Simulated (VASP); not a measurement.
Crystal: BaMg2Tl2.

```
Tl Mg Ba
1.0
     2.39181    4.14272    0.00000
    -2.39181    4.14272    0.00000
     0.00000    0.00000    8.09080
Tl Mg Ba
2 2 1
Direct
  0.33330 0.33340 0.26410
  0.66670 0.66660 0.73590
  0.33330 0.33340 0.62740
  0.66670 0.66660 0.37260
  0.00000 0.00000 0.00000
```

The cell was built by a generator and needn't be a form met in nature.

```yaml
Program: VASP 6.6.1
Task: relaxation of cell and atoms
Functional: r2SCAN
Potentials_or_basis: VASP PAW PBE potentials, release 64 (Tl_d, Mg, Ba_sv)
Cutoff: 600 eV
k_mesh: 4 × 4 × 3
Occupations: fermi-dirac, width 0.0816 eV
Spin: no spin polarisation
```

At the start: pressure 1.9 GPa; volume 32.07 Å³/atom.

Task: How do energy, volume and symmetry change on relaxing?

Result: Over 24 steps the energy falls by 19.7 meV/atom and the volume is 33.77 Å³/atom (+5.3 %); space group P-3m1 (No. 164, to 0.05 Å).

The path:
| step | energy change (eV) | largest force (eV/Å) | pressure (GPa) | volume (Å³) |
| --- | --- | --- | --- | --- |
| 1 | 0.0000 | 0.1432 | 1.93 | 160.34 |
| 2 | -0.0614 | 0.1563 | 0.11 | 169.48 |
| 3 | -0.0621 | 0.1577 | -0.10 | 170.72 |
| 4 | -0.0674 | 0.1340 | -0.09 | 170.69 |
| 5 | -0.0792 | 0.0720 | -0.07 | 170.58 |
| 6 | -0.0798 | 0.1289 | 0.00 | 170.24 |
| 7 | -0.0838 | 0.0753 | -0.04 | 170.44 |
| 8 | -0.0838 | 0.0757 | -0.04 | 170.43 |
| 9 | -0.0854 | 0.0622 | 0.03 | 169.96 |
| 10 | -0.0879 | 0.0727 | 0.25 | 168.58 |
| 11 | -0.0885 | 0.0723 | 0.22 | 168.68 |
| 12 | -0.0903 | 0.0698 | 0.16 | 168.97 |
| 13 | -0.0931 | 0.0653 | 0.03 | 169.53 |
| 14 | -0.0953 | 0.0532 | -0.22 | 170.66 |
| 15 | -0.0966 | 0.0449 | -0.19 | 170.29 |
| 16 | -0.0974 | 0.0412 | -0.11 | 169.52 |
| 17 | -0.0975 | 0.0404 | -0.13 | 169.63 |
| 18 | -0.0980 | 0.0332 | -0.04 | 169.16 |
| 19 | -0.0982 | 0.0284 | 0.01 | 168.84 |
| 20 | -0.0981 | 0.0278 | 0.12 | 168.22 |
| 21 | -0.0982 | 0.0277 | 0.04 | 168.65 |
| 22 | -0.0984 | 0.0201 | 0.03 | 168.73 |
| 23 | -0.0985 | 0.0121 | 0.01 | 168.82 |
| 24 | -0.0985 | 0.0081 | 0.00 | 168.86 |

Final structure:
```yaml
crystal:
  lattice:
    - [2.35298, 4.07547, 0.00000]
    - [-2.35183, 4.07481, -0.00049]
    - [0.00081, -0.00047, 8.80743]
  atoms:
    - { symbol: Tl, position: [0.33332, 0.33335, 0.26527] }
    - { symbol: Tl, position: [0.66668, 0.66665, 0.73473] }
    - { symbol: Mg, position: [0.33329, 0.33342, 0.61024] }
    - { symbol: Mg, position: [0.66671, 0.66658, 0.38976] }
    - { symbol: Ba, position: [0.00000, 0.00000, 0.00000] }
```

Caveat: the k mesh is coarse (spacing up to 0.38 Å⁻¹), so the values aren't converged; the PAW data sets were made with another functional, which shifts forces and pressure a little.
